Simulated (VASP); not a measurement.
Given:

```yaml
crystal:
  lattice:
    - [0.00000, 2.18052, 2.18052]
    - [2.18052, 0.00000, 2.18052]
    - [2.18052, 2.18052, 0.00000]
  atoms:
    - { symbol: Ti, position: [0.00000, 0.00000, 0.00000] }
    - { symbol: C, position: [0.50000, 0.50000, 0.50000] }
```

Level of theory: RPBE GGA, VASP's PBE PAW potentials (set 64) (plane waves; VASP). Run with 520 eV cut-off, Gaussian smearing of 0.050 eV, potentials Ti_sv C.

Q: Predict the band gap (along the path) with the smallest direct gap where there is one.

A: 
| Property | Value |
|---|---|
| band gap (along the path) | none (metal, semimetal or under 0.01 eV) |

Total energies compare only between runs with the same potentials, cut-off and functional.

The compound is TiC in the rock salt structure. It was relaxed first.
